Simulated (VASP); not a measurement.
Output of a VASP run:

**OSZICAR**
```
       N       E                     dE             d eps       ncg     rms          rms(c)
DAV:   1     0.105427065981E+04    0.10543E+04   -0.26545E+04  4828   0.142E+03
DAV:   2     0.167457083739E+03   -0.88681E+03   -0.86893E+03  5268   0.539E+02
DAV:   3    -0.515160361571E+02   -0.21897E+03   -0.21169E+03  7568   0.239E+02
DAV:   4    -0.643489638168E+02   -0.12833E+02   -0.12786E+02  7208   0.698E+01
DAV:   5    -0.646894300067E+02   -0.34047E+00   -0.34007E+00  7478   0.122E+01    0.241E+01
DAV:   6    -0.563696769865E+02    0.83198E+01   -0.31317E+01  7744   0.576E+01    0.106E+01
DAV:   7    -0.564484348639E+02   -0.78758E-01   -0.42562E+00  6578   0.125E+01    0.612E+00
DAV:   8    -0.565033438652E+02   -0.54909E-01   -0.19953E+00  6010   0.918E+00    0.238E+00
DAV:   9    -0.563886210483E+02    0.11472E+00   -0.57909E-01  7048   0.627E+00    0.340E-01
DAV:  10    -0.563929180893E+02   -0.42970E-02   -0.22567E-02  7048   0.184E+00    0.361E-01
DAV:  11    -0.563930481208E+02   -0.13003E-03   -0.86996E-03  7104   0.100E+00    0.105E-01
DAV:  12    -0.563932782597E+02   -0.23014E-03   -0.12538E-03  7056   0.381E-01    0.559E-02
DAV:  13    -0.563932722062E+02    0.60535E-05   -0.16246E-04  6832   0.106E-01    0.159E-02
DAV:  14    -0.563932811662E+02   -0.89601E-05   -0.42068E-05  6968   0.571E-02    0.131E-02
DAV:  15    -0.563932788279E+02    0.23383E-05   -0.15753E-05  7064   0.467E-02    0.568E-03
DAV:  16    -0.563932791051E+02   -0.27721E-06   -0.48333E-06  5760   0.194E-02
   1 F= -.56393279E+02 E0= -.56393279E+02  d E =-.588585E-49
```

OUTCAR:
```
------------------------ aborting loop because EDIFF is reached ----------------------------------------
  FORCE on cell =-STRESS in cart. coord.  units (eV):
  Direction    XX          YY          ZZ          XY          YZ          ZX
  --------------------------------------------------------------------------------------
  Total       -5.5685706     -7.1299940     -6.3360390     -0.5863900     -0.4877081      0.7081225
  in kB      -68.0734841    -87.1612426    -77.4554691     -7.1683768     -5.9620314      8.6565059
  external PRESSURE =     -77.5633986 kB  Pullay stress =       0.0000000 kB
  volume of cell :      131.06
      direct lattice vectors                 reciprocal lattice vectors
     2.851410000  1.646262000  4.653357000     0.175351843  0.101239434  0.071632881
    -2.851410000  1.646262000  4.653357000    -0.175351843  0.101239434  0.071632881
     0.000000000 -3.292525000  4.653357000     0.000000000 -0.202478868  0.071632859
 POSITION                                       TOTAL-FORCE (eV/Angst)
 -----------------------------------------------------------------------------------
      0.01982     -0.03167      6.98551        -0.072695      0.400038      0.447417
      0.00430     -0.02523      0.08090        -0.917698      0.566970     -2.007921
      1.36679     -0.93463      8.16989        -0.214188      0.178139     -0.327850
     -1.46468      0.99550      5.78238         1.997031     -0.971286      1.583506
      0.25184      1.69611      8.16251        -0.313368     -0.706220     -0.478234
     -0.15229     -1.68881      5.83209         0.062844      0.719348      0.293607
     -1.45660     -0.72968      8.06863        -0.386353      0.008380      0.411734
      1.43082      0.71839      5.77832        -0.155572     -0.195370      0.077741
 -----------------------------------------------------------------------------------
    total drift:                               -0.000963      0.001705     -0.000353
  FREE ENERGIE OF THE ION-ELECTRON SYSTEM (eV)
  ---------------------------------------------------
  free  energy   TOTEN  =       -56.3932791051 eV

  energy  without entropy=      -56.3932791051  energy(sigma->0) =      -56.39327911
```
(Selected blocks of OUTCAR.)

POSCAR:
```
ScF3
1
    2.8514100000     1.6462620000     4.6533570000
   -2.8514100000     1.6462620000     4.6533570000
    0.0000000000    -3.2925250000     4.6533570000
Sc F
2 6
Direct
  0.5006620000   0.4937110000   0.5068040000
  0.0039950000   0.0024870000   0.0109030000
  0.7302810000   0.2509430000   0.7744750000
  0.2581580000   0.7718280000   0.2126400000
  0.8005780000   0.7122570000   0.2412780000
  0.2200920000   0.2734990000   0.7597170000
  0.2486900000   0.7595240000   0.7257240000
  0.7375440000   0.2357500000   0.2684590000
```

Q: Reconstruct the remaining input files.

A: This is not unique; one that fits is the input of the run itself, PBEsol GGA, plane waves, VASP's PBE PAW potentials (set 64).

### KPOINTS
```
kpoints
0
G
  5 5 5
0 0 0
```

### INCAR
```
NELM = 100
LMAXMIX = 4   # l cut-off of mixed one-centre charges
PREC = Accurate
ALGO = Normal   # blocked Davidson
ISIF = 2
LREAL = .FALSE.
LCHARG = .FALSE.
LWAVE = .FALSE.
GGA = PS   # PBEsol
SIGMA = 0.01   # width (eV)
ENCUT = 400
ISMEAR = 0
SYSTEM = ScF3
EDIFF = 1E-6   # SCF stop (eV)
LASPH = .TRUE.   # aspherical one-centre terms
```

POTCAR, in this order: Sc_sv F (PBE.64 set). Program: vasp_std.

At this cut-off the stress carries a Pulay error, which pulls relaxed volumes low.

The structure comes from a computed database's ScF3 entry; how it stands against other phases isn't given here. The cell was not relaxed at this level, atoms are displaced from their ideal sites.
